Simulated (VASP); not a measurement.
All values below come from optB88-vdW, VASP's PBE PAW potentials (set 64) (plane waves; VASP).

Input for VASP

### POSCAR
```
Eu
3.7482760
 -0.5773502587   0.5773502587   0.5773502587
  0.5773502587  -0.5773502587   0.5773502587
  0.5773502587   0.5773502587  -0.5773502587
Eu
1
Cartesian
  0.0000000000   0.0000000000   0.0000000000
```

**KPOINTS**
```
Automatic mesh
0
Gamma
  13 13 13
```

INCAR:
```
AGGAC=0.0
ALGO=Normal
EDIFF=1E-7
ENCUT=520
GGA=BO
ISIF=2
ISMEAR=-5
LASPH=.TRUE.
LCHARG=.TRUE.
LMAXMIX=6
LORBIT=11
LREAL=.FALSE.
LUSE_VDW=.TRUE.
LWAVE=.FALSE.
NEDOS=601
NELM=100
PARAM1=0.1833333333
PARAM2=0.22
PREC=Accurate
SYSTEM=Eu
```

POTCAR, in this order: Eu_2 (PBE.64 set). Program: vasp_std.

The 4f electrons are frozen in the core of the lanthanide potential, so 4f levels, which can set the real gap, and their magnetism are missing.

Q: Predict the energy per atom (σ→0), band gap (on the k-mesh).

A: 
The energy per atom (σ→0) is 0.655 eV/atom and the band gap (on the k-mesh) is none (metal, semimetal or under 0.01 eV).

File OSZICAR:
```
...
DAV:   7     0.655372501266E+00   -0.10067E-01   -0.69669E-03  2032   0.651E-01    0.618E-02
DAV:   8     0.655099220802E+00   -0.27328E-03   -0.34550E-04  1744   0.116E-01    0.163E-02
DAV:   9     0.655037354108E+00   -0.61867E-04   -0.53911E-05  1808   0.430E-02    0.765E-03
DAV:  10     0.655025824608E+00   -0.11529E-04   -0.77751E-06  2256   0.194E-02    0.137E-03
DAV:  11     0.655025374099E+00   -0.45051E-06   -0.81632E-08  1464   0.266E-03    0.513E-04
DAV:  12     0.655025166565E+00   -0.20753E-06   -0.80303E-09  1104   0.931E-04    0.185E-04
DAV:  13     0.655025182476E+00    0.15911E-07   -0.12200E-09   776   0.423E-04
   1 F= 0.65502518E+00 E0= 0.65502518E+00  d E =0.000000E+00
```

The compound is Eu in the bcc structure. It was relaxed first, which changed the volume by -16 %.
